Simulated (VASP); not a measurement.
Here is the system:

```yaml
crystal:
  lattice:
    - [14.20169, 0.00000, 0.00000]
    - [-7.10085, 12.29903, 0.00000]
    - [0.00000, 0.00000, 15.26544]
  atoms:
    - { symbol: Te, position: [0.08333, 0.16667, 0.63174] }
    - { symbol: Te, position: [0.16667, 0.08333, 0.36826] }
    - { symbol: Te, position: [0.16667, 0.08333, 0.13174] }
    - { symbol: Te, position: [0.08333, 0.16667, 0.86826] }
    - { symbol: Te, position: [0.08333, 0.41667, 0.63174] }
    - { symbol: Te, position: [0.16667, 0.33333, 0.36826] }
    - { symbol: Te, position: [0.16667, 0.33333, 0.13174] }
    - { symbol: Te, position: [0.08333, 0.41667, 0.86826] }
    - { symbol: Te, position: [0.08333, 0.66667, 0.63174] }
    - { symbol: Te, position: [0.16667, 0.58333, 0.36826] }
    - { symbol: Te, position: [0.16667, 0.58333, 0.13174] }
    - { symbol: Te, position: [0.08333, 0.66667, 0.86826] }
    - { symbol: Te, position: [0.08333, 0.91667, 0.63174] }
    - { symbol: Te, position: [0.16667, 0.83333, 0.36826] }
    - { symbol: Te, position: [0.16667, 0.83333, 0.13174] }
    - { symbol: Te, position: [0.08333, 0.91667, 0.86826] }
    - { symbol: Te, position: [0.33333, 0.16667, 0.63174] }
    - { symbol: Te, position: [0.41667, 0.08333, 0.36826] }
    - { symbol: Te, position: [0.41667, 0.08333, 0.13174] }
    - { symbol: Te, position: [0.33333, 0.16667, 0.86826] }
    - { symbol: Te, position: [0.33333, 0.41667, 0.63174] }
    - { symbol: Te, position: [0.41667, 0.33333, 0.36826] }
    - { symbol: Te, position: [0.41667, 0.33333, 0.13174] }
    - { symbol: Te, position: [0.33333, 0.41667, 0.86826] }
    - { symbol: Te, position: [0.33333, 0.66667, 0.63174] }
    - { symbol: Te, position: [0.41667, 0.58333, 0.36826] }
    - { symbol: Te, position: [0.41667, 0.58333, 0.13174] }
    - { symbol: Te, position: [0.33333, 0.66667, 0.86826] }
    - { symbol: Te, position: [0.33333, 0.91667, 0.63174] }
    - { symbol: Te, position: [0.41667, 0.83333, 0.36826] }
    - { symbol: Te, position: [0.41667, 0.83333, 0.13174] }
    - { symbol: Te, position: [0.33333, 0.91667, 0.86826] }
    - { symbol: Te, position: [0.58333, 0.16667, 0.63174] }
    - { symbol: Te, position: [0.66667, 0.08333, 0.36826] }
    - { symbol: Te, position: [0.66667, 0.08333, 0.13174] }
    - { symbol: Te, position: [0.58333, 0.16667, 0.86826] }
    - { symbol: Te, position: [0.58333, 0.41667, 0.63174] }
    - { symbol: Te, position: [0.66667, 0.33333, 0.36826] }
    - { symbol: Te, position: [0.66667, 0.33333, 0.13174] }
    - { symbol: Te, position: [0.58333, 0.41667, 0.86826] }
    - { symbol: Te, position: [0.58333, 0.66667, 0.63174] }
    - { symbol: Te, position: [0.66667, 0.58333, 0.36826] }
    - { symbol: Te, position: [0.66667, 0.58333, 0.13174] }
    - { symbol: Te, position: [0.58333, 0.66667, 0.86826] }
    - { symbol: Te, position: [0.58333, 0.91667, 0.63174] }
    - { symbol: Te, position: [0.66667, 0.83333, 0.36826] }
    - { symbol: Te, position: [0.66667, 0.83333, 0.13174] }
    - { symbol: Te, position: [0.58333, 0.91667, 0.86826] }
    - { symbol: Te, position: [0.83333, 0.16667, 0.63174] }
    - { symbol: Te, position: [0.91667, 0.08333, 0.36826] }
    - { symbol: Te, position: [0.91667, 0.08333, 0.13174] }
    - { symbol: Te, position: [0.83333, 0.16667, 0.86826] }
    - { symbol: Te, position: [0.83333, 0.41667, 0.63174] }
    - { symbol: Te, position: [0.91667, 0.33333, 0.36826] }
    - { symbol: Te, position: [0.91667, 0.33333, 0.13174] }
    - { symbol: Te, position: [0.83333, 0.41667, 0.86826] }
    - { symbol: Te, position: [0.83333, 0.66667, 0.63174] }
    - { symbol: Te, position: [0.91667, 0.58333, 0.36826] }
    - { symbol: Te, position: [0.91667, 0.58333, 0.13174] }
    - { symbol: Te, position: [0.83333, 0.66667, 0.86826] }
    - { symbol: Te, position: [0.83333, 0.91667, 0.63174] }
    - { symbol: Te, position: [0.91667, 0.83333, 0.36826] }
    - { symbol: Te, position: [0.91667, 0.83333, 0.13174] }
    - { symbol: Te, position: [0.83333, 0.91667, 0.86826] }
    - { symbol: Mo, position: [0.08333, 0.16667, 0.25000] }
    - { symbol: Mo, position: [0.16667, 0.08333, 0.75000] }
    - { symbol: Mo, position: [0.08333, 0.41667, 0.25000] }
    - { symbol: Mo, position: [0.16667, 0.33333, 0.75000] }
    - { symbol: Mo, position: [0.08333, 0.66667, 0.25000] }
    - { symbol: Mo, position: [0.16667, 0.58333, 0.75000] }
    - { symbol: Mo, position: [0.08333, 0.91667, 0.25000] }
    - { symbol: Mo, position: [0.16667, 0.83333, 0.75000] }
    - { symbol: Mo, position: [0.33333, 0.16667, 0.25000] }
    - { symbol: Mo, position: [0.41667, 0.08333, 0.75000] }
    - { symbol: Mo, position: [0.33333, 0.41667, 0.25000] }
    - { symbol: Mo, position: [0.41667, 0.33333, 0.75000] }
    - { symbol: Mo, position: [0.33333, 0.66667, 0.25000] }
    - { symbol: Mo, position: [0.41667, 0.58333, 0.75000] }
    - { symbol: Mo, position: [0.33333, 0.91667, 0.25000] }
    - { symbol: Mo, position: [0.41667, 0.83333, 0.75000] }
    - { symbol: Mo, position: [0.58333, 0.16667, 0.25000] }
    - { symbol: Mo, position: [0.66667, 0.08333, 0.75000] }
    - { symbol: Mo, position: [0.58333, 0.41667, 0.25000] }
    - { symbol: Mo, position: [0.66667, 0.33333, 0.75000] }
    - { symbol: Mo, position: [0.58333, 0.66667, 0.25000] }
    - { symbol: Mo, position: [0.66667, 0.58333, 0.75000] }
    - { symbol: Mo, position: [0.58333, 0.91667, 0.25000] }
    - { symbol: Mo, position: [0.66667, 0.83333, 0.75000] }
    - { symbol: Mo, position: [0.83333, 0.16667, 0.25000] }
    - { symbol: Mo, position: [0.91667, 0.08333, 0.75000] }
    - { symbol: Mo, position: [0.83333, 0.41667, 0.25000] }
    - { symbol: Mo, position: [0.91667, 0.33333, 0.75000] }
    - { symbol: Mo, position: [0.83333, 0.66667, 0.25000] }
    - { symbol: Mo, position: [0.91667, 0.58333, 0.75000] }
    - { symbol: Mo, position: [0.83333, 0.91667, 0.25000] }
    - { symbol: Mo, position: [0.91667, 0.83333, 0.75000] }
```

All values below come from PBE GGA, VASP's PBE PAW potentials (set 64) (plane waves; VASP). Numerical set-up: PREC = Normal, LREAL = Auto, 400 eV cut-off, 1×1×1 Γ-centred mesh, Gaussian smearing of 0.050 eV, potentials Te Mo.

The supercell is sampled at Γ alone, which is coarse: total energies, pressure and levels can be off, energies of defects by several tenths of an eV.

Problem. Estimate the energy per atom (σ→0).

Solution. 
The energy per atom (σ→0) comes out as -581.8 kJ/mol of atoms.

Only differences to runs with the same potentials and settings are physical.

The cell is a supercell, built from a database entry that may be metastable or hypothetical.
